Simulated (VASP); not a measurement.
# G0W0 gap of CdTe against strain, part 3 of 4

Wanted: the deformation potential of the gap of CdTe, from G0W0. The cell is of the zinc-blende type, one of the forms listed for this formula, which need not be the common one. The start is a cell from a database of measured crystal structures.

VASP 6.6.1, plane waves and PAW; the level of theory is named at each step.

So far, quasiparticle gap on the mesh (eV): step 4 (G0W0) 1.90. Also gap on the k-mesh (eV): step 3 (empty bands) 1.37; step 5 (ground state of a strained cell, scale 0.94) 1.57.

The database entry behind the starting cell differs from later determinations by our own check (an axis about 1.1 % short against later determinations), so it need not match the best structure at ambient conditions.

### Step 7. G0W0, scale 0.94

This step: G0W0 on r2SCAN; plane waves and PAW (Te_GW, Cd_GW) (VASP 6.6.1).

G0W0 on the strained cell, with unchanged settings.

Contents of INCAR:

```
SYSTEM = CdTe
PREC = Accurate
ENCUT = 300
ISMEAR = 0
SIGMA = 0.01
LREAL = .FALSE.
METAGGA = R2SCAN
LASPH = .TRUE.
NBANDS = 280
ALGO = EVGW0
NELMGW = 1
ENCUTGW = 150
NOMEGA = 48
PRECFOCK = Fast
NBANDSGW = 24
LWAVE = .FALSE.
LCHARG = .FALSE.
```

Contents of POSCAR:

```
CdTe
1.0
    0.0000000000      3.1395734784      3.1395734784
    3.1395734784      0.0000000000      3.1395734784
    3.1395734784      3.1395734784      0.0000000000
Te Cd
1 1
Direct
    0.7500000000      0.7500000000      0.7500000000
    0.0000000000      0.0000000000      0.0000000000
```

Contents of KPOINTS:

```
Automatic mesh
0
Gamma
6 6 6
0 0 0
```

PAW data sets: Te_GW and Cd_GW (PBE family, release 64).

The run is started by

```
$ mpirun -np 8 vasp_std
```

What it wrote:

```text
[banner, memory and clock lines left out]
running    8 mpi-ranks, on    1 nodes
[...]
[... a notice as in an earlier step ...]

 [... a notice as in an earlier step ...]

 [... a notice as in an earlier step ...]

 LDA part: xc-table for (None), standard interpolation
 found WAVECAR, reading the header
 POSCAR, INCAR and KPOINTS ok, starting setup
[...]
reading WAVECAR
 the WAVECAR file was read successfully
 initial charge from wavefunction
 available memory per node:     90.47 GB, setting MAXMEM to     92638

 The Fermi energy was updated, please check that it is located mid-gap
 values below the HOMO (VB) or above the LUMO (CB) will cause erroneous energies
 E-fermi :   4.8853

 calculate exact exchange contribution
 the WAVEDER file was read successfully
energies w=
    0.000    0.000    0.498    0.000    0.995    0.000    1.487    0.000
    1.974    0.000    2.453    0.000    2.925    0.000    3.388    0.000
    3.843    0.000    4.289    0.000    4.727    0.000    5.158    0.000
[...]
total number of BLAS operations      15077.07 Gflops
NQ=  12   -0.3333    0.3333    0.0000,
|.........|.........|.........|.........|.........|.........|.........|.........
 performed      31024000 updates of chi_q(r,r)
 total number of BLAS operations      16601.89 Gflops
NQ=  13    0.5000    0.5000    0.0000,
|.........|.........|.........|.........|.........|.........|.........|.........
 performed      32695000 updates of chi_q(r,r)
 total number of BLAS operations      17464.80 Gflops
NQ=  14    0.5000    0.3333    0.1667,
|.........|.........|.........|.........|.........|.........|.........|.........
 performed      36436000 updates of chi_q(r,r)
 total number of BLAS operations      19488.28 Gflops
NQ=  15   -0.3333    0.3333    0.1667,
|.........|.........|.........|.........|.........|.........|.........|.........
 performed      39962000 updates of chi_q(r,r)
 total number of BLAS operations      21366.24 Gflops
NQ=  16   -0.3333    0.5000    0.1667,
|.........|.........|.........|.........|.........|.........|.........|.........
 performed      42883000 updates of chi_q(r,r)
 total number of BLAS operations      22922.14 Gflops
 resolving degeneracies of screened two electron integrals

 calculate QP shifts <psi_nk| G(iteration)W_0 |psi_nk>: iteration 1
 entering main loop
```

Wall time 18 min (8 MPI ranks of AMD EPYC 7R43, shared host); peak memory 3 GiB; 2.4 h of CPU time.

OUTCAR, selected parts (step 7):

```text
 QP shifts <psi_nk| G(iteration)W_0 |psi_nk>: iteration 1
 for sc-GW calculations column KS-energies equals QP-energies in previous step
 and V_xc(KS)=  KS-energies - (<T + V_ion + V_H > + <T+V_H+V_ion>^1  + <V_x>^1)
 k-point   1 :       0.0000    0.0000    0.0000
  band No.  KS-energies  QP-energies   sigma(KS)   V_xc(KS)     V^pw_x(r,r')   Z            occupation Imag(sigma)
    ...
      6      -4.4459      -5.9430     -18.2356     -16.1565     -23.2578       0.7201       2.0000       0.1830
      7       4.1001       3.5512     -12.5602     -11.8588     -13.5475       0.7826       2.0000       0.0019
      8       4.1001       3.5512     -12.5602     -11.8588     -13.5475       0.7826       2.0000       0.0019
      9       4.1001       3.5512     -12.5602     -11.8588     -13.5475       0.7826       2.0000       0.0019
     10       5.6705       5.6884      -9.3695      -9.3920      -5.6361       0.7982       0.0000      -0.0562
     11       9.0433       9.1034      -8.9304      -9.0071      -4.9295       0.7841       0.0000      -0.0700
     12       9.0433       9.1034      -8.9304      -9.0071      -4.9295       0.7841       0.0000      -0.0700
     13       9.0433       9.1034      -8.9304      -9.0071      -4.9295       0.7841       0.0000      -0.0700
    ...

[... 2 parts as in an earlier step ...]

[... 1 further part left out ...]
[key lines of the parts left out:]
E-fermi :   4.8853
```

The gap is now 2.137 eV, +232 meV against the unstrained cell. Spin-orbit coupling is left out.

### Step 8. Ground state of a strained cell, scale 0.97

This step: r2SCAN; plane waves and PAW (Te_GW, Cd_GW) (VASP 6.6.1).

The volume is scaled by 0.97, at the same cutoff, mesh and band count, and the chain is run again.

Contents of INCAR:

```
SYSTEM = CdTe
PREC = Accurate
ENCUT = 300
EDIFF = 1E-08
NELM = 100
ISMEAR = 0
SIGMA = 0.01
LREAL = .FALSE.
ALGO = Normal
METAGGA = R2SCAN
LASPH = .TRUE.
NBANDS = 15
LORBIT = 11
LWAVE = .TRUE.
LCHARG = .FALSE.
KPAR = 8
```

Contents of POSCAR:

```
CdTe
1.0
    0.0000000000      3.1726240491      3.1726240491
    3.1726240491      0.0000000000      3.1726240491
    3.1726240491      3.1726240491      0.0000000000
Te Cd
1 1
Direct
    0.7500000000      0.7500000000      0.7500000000
    0.0000000000      0.0000000000      0.0000000000
```

KPOINTS is that of step 7.

The run is started by

```
$ mpirun -np 8 vasp_std
```

What it wrote:

```text
[... set-up lines as in an earlier step ...]
 entering main loop
       N       E                     dE             d eps       ncg     rms          rms(c)
DAV:   1     0.130048488059E+02    0.13005E+02   -0.67412E+03   600   0.722E+02
DAV:   2    -0.482705678034E+02   -0.61275E+02   -0.58683E+02   690   0.210E+02
DAV:   3    -0.503868819151E+02   -0.21163E+01   -0.21106E+01   602   0.394E+01
DAV:   4    -0.504983300226E+02   -0.11145E+00   -0.11142E+00   797   0.993E+00
[...]
DAV:  14    -0.465900975723E+02   -0.14759E-06   -0.19599E-07   754   0.352E-03    0.736E-04
DAV:  15    -0.465900977858E+02   -0.21347E-06   -0.29744E-08   601   0.132E-03    0.284E-04
DAV:  16    -0.465900977819E+02    0.38549E-08   -0.41919E-09   457   0.760E-04
   1 F= -.46590098E+02 E0= -.46590098E+02  d E =-.389125E-45
 writing wavefunctions
```

The job ended after 35 s (8 MPI ranks; peak memory 1.1 GiB).

From OUTCAR (step 8):

```text
  Total        1.9097561      1.9097561      1.9097561     -0.0000000     -0.0000000      0.0000000
  in kB       47.9074070     47.9074070     47.9074070     -0.0000000     -0.0000000      0.0000000
  external PRESSURE =      47.9074070 kB  Pullay stress =       0.0000000 kB

 POSITION                                       TOTAL-FORCE (eV/Angst)
 -----------------------------------------------------------------------------------
      4.75894      4.75894      4.75894        -0.000000     -0.000000     -0.000000
      0.00000      0.00000      0.00000         0.000000      0.000000      0.000000
 -----------------------------------------------------------------------------------
    total drift:                               -0.000011     -0.000011     -0.000011

  FREE ENERGIE OF THE ION-ELECTRON SYSTEM (eV)
  ---------------------------------------------------
  free  energy   TOTEN  =       -46.5900977819 eV

  energy  without entropy=      -46.5900977819  energy(sigma->0) =      -46.59009778

[... 1 part as in an earlier step ...]

[... 2 further parts left out ...]
[key lines of the parts left out:]
E-fermi :   3.8429
```

The run ends at a pressure of 4.79 GPa.

### Step 9. Empty bands, scale 0.97

The empty bands are made again, for the run that follows.

Contents of INCAR:

```
SYSTEM = CdTe
PREC = Accurate
ENCUT = 300
ISMEAR = 0
SIGMA = 0.01
LREAL = .FALSE.
METAGGA = R2SCAN
LASPH = .TRUE.
NBANDS = 280
ALGO = Exact
NELM = 1
LWAVE = .TRUE.
LCHARG = .FALSE.
LOPTICS = .TRUE.
NEDOS = 1000
CSHIFT = 0.1
```

POSCAR is that of step 8.

KPOINTS is that of step 8.

The run is started by

```
$ mpirun -np 8 vasp_std
```

What it wrote:

```text
[... set-up lines as in an earlier step ...]
 entering main loop
       N       E                     dE             d eps       ncg     rms          rms(c)
DIA:   1    -0.465900977671E+02   -0.46590E+02    0.00000E+00     0   0.000E+00
   1 F= -.46590098E+02 E0= -.46590098E+02  d E =-.274790E-18
 writing wavefunctions
 optical routines
 imaginary and real dielectric function
 direction            1
 direction            2
 direction            3
```

Wall time 47 s (8 MPI ranks); peak memory 1 GiB.

OUTCAR, selected parts (step 9):

```text
  Total        1.9094264      1.9094264      1.9094264      0.0000000      0.0000000     -0.0000000
  in kB       47.8991362     47.8991362     47.8991362      0.0000000      0.0000000     -0.0000000
  external PRESSURE =      47.8991362 kB  Pullay stress =       0.0000000 kB

 POSITION                                       TOTAL-FORCE (eV/Angst)
 -----------------------------------------------------------------------------------
      4.75894      4.75894      4.75894        -0.000000      0.000000      0.000000
      0.00000      0.00000      0.00000         0.000000     -0.000000     -0.000000
 -----------------------------------------------------------------------------------
    total drift:                               -0.000011     -0.000011     -0.000011

  FREE ENERGIE OF THE ION-ELECTRON SYSTEM (eV)
  ---------------------------------------------------
  free  energy   TOTEN  =       -46.5900977671 eV

  energy  without entropy=      -46.5900977671  energy(sigma->0) =      -46.59009777

[... 2 parts as in an earlier step ...]

[... 1 further part left out ...]
[key lines of the parts left out:]
E-fermi :   3.8031
```

### Step 10. G0W0, scale 0.97

This step: G0W0 on r2SCAN; plane waves and PAW (Te_GW, Cd_GW) (VASP 6.6.1).

Contents of INCAR:

```
SYSTEM = CdTe
PREC = Accurate
ENCUT = 300
ISMEAR = 0
SIGMA = 0.01
LREAL = .FALSE.
METAGGA = R2SCAN
LASPH = .TRUE.
NBANDS = 280
ALGO = EVGW0
NELMGW = 1
ENCUTGW = 150
NOMEGA = 48
PRECFOCK = Fast
NBANDSGW = 24
LWAVE = .FALSE.
LCHARG = .FALSE.
```

POSCAR is that of step 9.

KPOINTS is that of step 9.

The run is started by

```
$ mpirun -np 8 vasp_std
```

What it wrote:

```text
[banner, memory and clock lines left out]
running    8 mpi-ranks, on    1 nodes
[...]
[... a notice as in an earlier step ...]

 [... a notice as in an earlier step ...]

 [... a notice as in an earlier step ...]

 LDA part: xc-table for (None), standard interpolation
 found WAVECAR, reading the header
 POSCAR, INCAR and KPOINTS ok, starting setup
[...]
reading WAVECAR
 the WAVECAR file was read successfully
 initial charge from wavefunction
 available memory per node:     91.84 GB, setting MAXMEM to     94039

 The Fermi energy was updated, please check that it is located mid-gap
 values below the HOMO (VB) or above the LUMO (CB) will cause erroneous energies
 E-fermi :   4.4787

 calculate exact exchange contribution
 the WAVEDER file was read successfully
energies w=
    0.000    0.000    0.489    0.000    0.976    0.000    1.459    0.000
    1.936    0.000    2.406    0.000    2.869    0.000    3.323    0.000
    3.769    0.000    4.206    0.000    4.636    0.000    5.059    0.000
[...]
total number of BLAS operations      16308.47 Gflops
NQ=  12   -0.3333    0.3333    0.0000,
|.........|.........|.........|.........|.........|.........|.........|.........
 performed      31024000 updates of chi_q(r,r)
 total number of BLAS operations      17979.59 Gflops
NQ=  13    0.5000    0.5000    0.0000,
|.........|.........|.........|.........|.........|.........|.........|.........
 performed      32695000 updates of chi_q(r,r)
 total number of BLAS operations      18842.50 Gflops
NQ=  14    0.5000    0.3333    0.1667,
|.........|.........|.........|.........|.........|.........|.........|.........
 performed      36436000 updates of chi_q(r,r)
 total number of BLAS operations      20865.98 Gflops
NQ=  15   -0.3333    0.3333    0.1667,
|.........|.........|.........|.........|.........|.........|.........|.........
 performed      39962000 updates of chi_q(r,r)
 total number of BLAS operations      22802.63 Gflops
NQ=  16   -0.3333    0.5000    0.1667,
|.........|.........|.........|.........|.........|.........|.........|.........
 performed      42883000 updates of chi_q(r,r)
 total number of BLAS operations      24456.51 Gflops
 resolving degeneracies of screened two electron integrals

 calculate QP shifts <psi_nk| G(iteration)W_0 |psi_nk>: iteration 1
 entering main loop
```

Run time: 18 min. Hardware: 8 MPI ranks; peak memory 3.1 GiB; 2.4 h of CPU time.

Parts of OUTCAR (step 10):

```text
 QP shifts <psi_nk| G(iteration)W_0 |psi_nk>: iteration 1
 for sc-GW calculations column KS-energies equals QP-energies in previous step
 and V_xc(KS)=  KS-energies - (<T + V_ion + V_H > + <T+V_H+V_ion>^1  + <V_x>^1)
 k-point   1 :       0.0000    0.0000    0.0000
  band No.  KS-energies  QP-energies   sigma(KS)   V_xc(KS)     V^pw_x(r,r')   Z            occupation Imag(sigma)
    ...
      6      -4.6904      -6.1848     -18.2398     -16.1542     -23.2585       0.7165       2.0000       0.1714
      7       3.7454       3.2033     -12.4629     -11.7668     -13.4575       0.7788       2.0000      -0.0013
      8       3.7454       3.2033     -12.4629     -11.7668     -13.4575       0.7788       2.0000      -0.0013
      9       3.7454       3.2033     -12.4629     -11.7668     -13.4575       0.7788       2.0000      -0.0013
     10       5.2120       5.2241      -9.3493      -9.3644      -5.6700       0.7958       0.0000      -0.0645
     11       8.7238       8.7805      -8.8285      -8.9011      -4.8342       0.7807       0.0000      -0.0742
     12       8.7238       8.7805      -8.8285      -8.9011      -4.8342       0.7807       0.0000      -0.0742
     13       8.7238       8.7805      -8.8285      -8.9011      -4.8342       0.7807       0.0000      -0.0742
    ...

[... 2 parts as in an earlier step ...]

[... 1 further part left out ...]
[key lines of the parts left out:]
E-fermi :   4.4787
```

The gap is now 2.021 eV, +116 meV against the unstrained cell. Spin-orbit coupling is left out.

### Step 11. Ground state of a strained cell, scale 1.03

This step: r2SCAN; plane waves and PAW (Te_GW, Cd_GW) (VASP 6.6.1).

The volume is scaled by 1.03, at the same cutoff, mesh and band count, and the chain is run again.

Contents of INCAR:

```
SYSTEM = CdTe
PREC = Accurate
ENCUT = 300
EDIFF = 1E-08
NELM = 100
ISMEAR = 0
SIGMA = 0.01
LREAL = .FALSE.
ALGO = Normal
METAGGA = R2SCAN
LASPH = .TRUE.
NBANDS = 15
LORBIT = 11
LWAVE = .TRUE.
LCHARG = .FALSE.
KPAR = 8
```

Contents of POSCAR:

```
CdTe
1.0
    0.0000000000      3.2367347371      3.2367347371
    3.2367347371      0.0000000000      3.2367347371
    3.2367347371      3.2367347371      0.0000000000
Te Cd
1 1
Direct
    0.7500000000      0.7500000000      0.7500000000
    0.0000000000      0.0000000000      0.0000000000
```

KPOINTS is that of step 10.

The run is started by

```
$ mpirun -np 8 vasp_std
```

What it wrote:

```text
[... set-up lines as in an earlier step ...]
 entering main loop
       N       E                     dE             d eps       ncg     rms          rms(c)
DAV:   1     0.128930930701E+02    0.12893E+02   -0.65947E+03   600   0.723E+02
DAV:   2    -0.483383189662E+02   -0.61231E+02   -0.59651E+02   676   0.212E+02
DAV:   3    -0.504835758423E+02   -0.21453E+01   -0.21397E+01   637   0.399E+01
DAV:   4    -0.505880844825E+02   -0.10451E+00   -0.10449E+00   761   0.973E+00
[...]
DAV:  16    -0.466680584425E+02    0.55320E-07   -0.21081E-08   458   0.167E-03    0.852E-05
DAV:  17    -0.466680584282E+02    0.14315E-07   -0.13374E-09   394   0.437E-04    0.279E-05
DAV:  18    -0.466680584302E+02   -0.19959E-08   -0.44814E-10   331   0.249E-04
   1 F= -.46668058E+02 E0= -.46668058E+02  d E =-.904416E-23
 writing wavefunctions
```

It took 40 s on 8 MPI ranks; peak memory 1.2 GiB.

Parts of OUTCAR (step 11):

```text
  Total        0.6410828      0.6410828      0.6410828      0.0000000      0.0000000      0.0000000
  in kB       15.1451440     15.1451440     15.1451440      0.0000000      0.0000000      0.0000000
  external PRESSURE =      15.1451440 kB  Pullay stress =       0.0000000 kB

 POSITION                                       TOTAL-FORCE (eV/Angst)
 -----------------------------------------------------------------------------------
      4.85510      4.85510      4.85510         0.000000      0.000000      0.000000
      0.00000      0.00000      0.00000        -0.000000     -0.000000     -0.000000
 -----------------------------------------------------------------------------------
    total drift:                               -0.000014     -0.000014     -0.000014

  FREE ENERGIE OF THE ION-ELECTRON SYSTEM (eV)
  ---------------------------------------------------
  free  energy   TOTEN  =       -46.6680584302 eV

  energy  without entropy=      -46.6680584302  energy(sigma->0) =      -46.66805843

[... 1 part as in an earlier step ...]

[... 2 further parts left out ...]
[key lines of the parts left out:]
E-fermi :   3.1729
```

The run ends at a pressure of 1.51 GPa.

### Step 12. Empty bands, scale 1.03

The empty bands are made again, for the run that follows.

Contents of INCAR:

```
SYSTEM = CdTe
PREC = Accurate
ENCUT = 300
ISMEAR = 0
SIGMA = 0.01
LREAL = .FALSE.
METAGGA = R2SCAN
LASPH = .TRUE.
NBANDS = 280
ALGO = Exact
NELM = 1
LWAVE = .TRUE.
LCHARG = .FALSE.
LOPTICS = .TRUE.
NEDOS = 1000
CSHIFT = 0.1
```

POSCAR is that of step 11.

KPOINTS is that of step 11.

The run is started by

```
$ mpirun -np 8 vasp_std
```

What it wrote:

```text
[... set-up lines as in an earlier step ...]
 entering main loop
       N       E                     dE             d eps       ncg     rms          rms(c)
DIA:   1    -0.466680584348E+02   -0.46668E+02    0.00000E+00     0   0.000E+00
   1 F= -.46668058E+02 E0= -.46668058E+02  d E =-.249419E-78
 writing wavefunctions
 optical routines
 imaginary and real dielectric function
 direction            1
 direction            2
 direction            3
```

The job ended after 41 s (8 MPI ranks; peak memory 1 GiB).

Parts of OUTCAR (step 12):

```text
  Total        0.6408597      0.6408597      0.6408597      0.0000000      0.0000000      0.0000000
  in kB       15.1398724     15.1398724     15.1398724      0.0000000      0.0000000      0.0000000
  external PRESSURE =      15.1398724 kB  Pullay stress =       0.0000000 kB

  FREE ENERGIE OF THE ION-ELECTRON SYSTEM (eV)
  ---------------------------------------------------
  free  energy   TOTEN  =       -46.6680584348 eV

  energy  without entropy=      -46.6680584348  energy(sigma->0) =      -46.66805843

[... 3 parts as in an earlier step ...]

[... 1 further part left out ...]
[key lines of the parts left out:]
E-fermi :   3.2379
```

[end of part 3 of 4]

[Lines on the potential files, build, host, timing and source positions are cut from VASP's logs without a mark.]

[Logs are printed without paths, hosts, clocks, repeated set-up lines and the standing remarks that a program may print on its own settings, such as how far it seeks lower states.]

[Hosts, paths, dates, database ids (printed as entryN), source tags and the programs' standing remarks are cut or masked in the printed files.]

[Pressures printed for these runs are not shown converged in the cutoff: they can be off by several GPa and have the wrong sign.]

[In band tables of VASP the shares of atoms and orbitals are scaled to a sum of 1 inside the atoms' spheres.]
